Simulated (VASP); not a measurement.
Data:

```xyz
12
Lattice="7.0252 0.0000 0.0000 0.0000 4.3111 0.0000 0.0000 0.0000 26.2395" Properties=species:S:1:pos:R:3 pbc="T T T"
Cd     0.0000     0.0000    17.4755
Cd     3.5126     2.1556    16.2310
Cd     0.0000     2.1556    13.7420
Cd     3.5126     0.0000    12.4975
Cd     0.0000     0.0000    10.0084
Cd     3.5126     2.1556     8.7639
Se     2.6415     0.0000    17.4755
Se     6.1541     2.1556    16.2310
Se     2.6415     2.1556    13.7420
Se     6.1541     0.0000    12.4975
Se     2.6415     0.0000    10.0084
Se     6.1541     2.1556     8.7639
```

These are PBEsol GGA, VASP's PBE PAW potentials (set 64) (plane waves; VASP 6.6.1) values and carry that method's errors. Settings: PREC = Normal, EDIFF = 1E-5, 400 eV cut-off, 3×5×1 Γ-centred mesh, Gaussian smearing of 0.050 eV, potentials Cd Se.

Q: The ions are relaxed. Which structure does the run end with?

A: 
```xyz
12
Lattice="7.0252 0.0000 0.0000 0.0000 4.3111 0.0000 0.0000 0.0000 26.2395" Properties=species:S:1:pos:R:3 pbc="T T T"
Cd     0.3713     0.0000    16.8035
Cd     3.3660     2.1556    16.3673
Cd     6.9068     2.1556    13.6544
Cd     3.3942     0.0000    12.5851
Cd     6.8786     0.0000     9.8722
Cd     3.8839     2.1556     9.4360
Se     2.7270     0.0000    17.7107
Se     6.0698     2.1556    16.1776
Se     2.5339     2.1556    13.8245
Se     6.0465     0.0000    12.4150
Se     2.5572     0.0000    10.0618
Se     6.2396     2.1556     8.5288
```

Q: How much energy does the relaxation gain?

A: The energy (σ→0) changes by -82.4 meV/atom, in 26 ionic steps.

```json
[
 {"step": "1", "E(σ→0) (eV)": "-34.9022", "max force (eV/Å)": "1.182", "pressure (GPa)": "-0.49", "volume (Å³)": "794.71"},
 {"step": "2", "E(σ→0) (eV)": "-35.1064", "max force (eV/Å)": "0.983", "pressure (GPa)": "-0.42", "volume (Å³)": "794.71"},
 {"step": "3", "E(σ→0) (eV)": "-35.3784", "max force (eV/Å)": "0.829", "pressure (GPa)": "-0.13", "volume (Å³)": "794.71"},
 {"step": "4", "E(σ→0) (eV)": "-35.5635", "max force (eV/Å)": "0.391", "pressure (GPa)": "-0.22", "volume (Å³)": "794.71"},
 {"step": "5", "E(σ→0) (eV)": "-35.6653", "max force (eV/Å)": "0.590", "pressure (GPa)": "-0.37", "volume (Å³)": "794.71"},
 {"step": "6", "E(σ→0) (eV)": "-35.7872", "max force (eV/Å)": "0.327", "pressure (GPa)": "-0.46", "volume (Å³)": "794.71"},
 {"step": "7", "E(σ→0) (eV)": "-35.8016", "max force (eV/Å)": "0.305", "pressure (GPa)": "-0.49", "volume (Å³)": "794.71"},
 {"step": "8", "E(σ→0) (eV)": "-35.8253", "max force (eV/Å)": "0.147", "pressure (GPa)": "-0.41", "volume (Å³)": "794.71"},
 {"step": "9", "E(σ→0) (eV)": "-35.8290", "max force (eV/Å)": "0.154", "pressure (GPa)": "-0.37", "volume (Å³)": "794.71"},
 {"step": "10", "E(σ→0) (eV)": "-35.8446", "max force (eV/Å)": "0.117", "pressure (GPa)": "-0.35", "volume (Å³)": "794.71"},
 {"step": "11", "E(σ→0) (eV)": "-35.8568", "max force (eV/Å)": "0.241", "pressure (GPa)": "-0.32", "volume (Å³)": "794.71"},
 {"step": "12", "E(σ→0) (eV)": "-35.8664", "max force (eV/Å)": "0.153", "pressure (GPa)": "-0.29", "volume (Å³)": "794.71"},
 {"step": "13", "E(σ→0) (eV)": "-35.8746", "max force (eV/Å)": "0.135", "pressure (GPa)": "-0.23", "volume (Å³)": "794.71"},
 {"step": "14", "E(σ→0) (eV)": "-35.8750", "max force (eV/Å)": "0.133", "pressure (GPa)": "-0.21", "volume (Å³)": "794.71"},
 {"step": "15", "E(σ→0) (eV)": "-35.8796", "max force (eV/Å)": "0.082", "pressure (GPa)": "-0.20", "volume (Å³)": "794.71"},
 {"step": "16", "E(σ→0) (eV)": "-35.8827", "max force (eV/Å)": "0.064", "pressure (GPa)": "-0.18", "volume (Å³)": "794.71"},
 {"step": "17", "E(σ→0) (eV)": "-35.8853", "max force (eV/Å)": "0.067", "pressure (GPa)": "-0.18", "volume (Å³)": "794.71"},
 {"step": "18", "E(σ→0) (eV)": "-35.8880", "max force (eV/Å)": "0.075", "pressure (GPa)": "-0.18", "volume (Å³)": "794.71"},
 {"step": "19", "E(σ→0) (eV)": "-35.8903", "max force (eV/Å)": "0.042", "pressure (GPa)": "-0.21", "volume (Å³)": "794.71"},
 {"step": "20", "E(σ→0) (eV)": "-35.8905", "max force (eV/Å)": "0.041", "pressure (GPa)": "-0.22", "volume (Å³)": "794.71"},
 {"step": "21", "E(σ→0) (eV)": "-35.8906", "max force (eV/Å)": "0.039", "pressure (GPa)": "-0.22", "volume (Å³)": "794.71"},
 {"step": "22", "E(σ→0) (eV)": "-35.8906", "max force (eV/Å)": "0.035", "pressure (GPa)": "-0.21", "volume (Å³)": "794.71"},
 {"step": "23", "E(σ→0) (eV)": "-35.8906", "max force (eV/Å)": "0.035", "pressure (GPa)": "-0.22", "volume (Å³)": "794.71"},
 {"step": "24", "E(σ→0) (eV)": "-35.8910", "max force (eV/Å)": "0.035", "pressure (GPa)": "-0.23", "volume (Å³)": "794.71"},
 {"step": "25", "E(σ→0) (eV)": "-35.8910", "max force (eV/Å)": "0.032", "pressure (GPa)": "-0.23", "volume (Å³)": "794.71"}
]
```

The cell is a thin slab with vacuum, built from CdSe (wurtzite): (100) face.
